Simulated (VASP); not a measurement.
Runs of VASP 6.6.1 on GaP. The structure is cubic, space group F-43m (No. 216). The conventional cell has a = 5.451 Å, b = 5.451 Å, c = 5.451 Å, α = 90.00°, β = 90.00°, γ = 90.00°. Ga (site symmetry -43m) is surrounded by 4 P at 2.36 Å. P (site symmetry -43m) is surrounded by 4 Ga at 2.36 Å. 

```tsv
task	level	cell	cutoff (eV)	gap on the mesh (eV)	pressure (GPa)	relaxed volume (Å³/atom)
relaxation of cell and atoms	PBE+D3(BJ)	relaxed	600	(b)	0.1	20.17
relaxation of cell and atoms	revPBE+D3(BJ)	relaxed	600	1.68	0.0	(a)
single point	revPBE+D3(BJ)	F-43m, 19.91 Å³/atom	520	1.69	-0.1	-
single point	PBE+D3(BJ)	F-43m, 20.2 Å³/atom	520	1.65	0.0	-
```

Alike in all rows: potentials or basis VASP PAW PBE potentials, release 64 (Ga_d, P); no spin polarisation; k mesh 6 × 6 × 6; smearing gaussian 0.01 eV.

Problem. Fill in the values left out.

Solution. (a) 19.87; (b) 1.64.

Caveats: the PAW data sets were made with another functional, which shifts forces and pressure a little (some runs).

A k mesh can miss the band edges, and the runs leave out spin-orbit coupling on Ga.
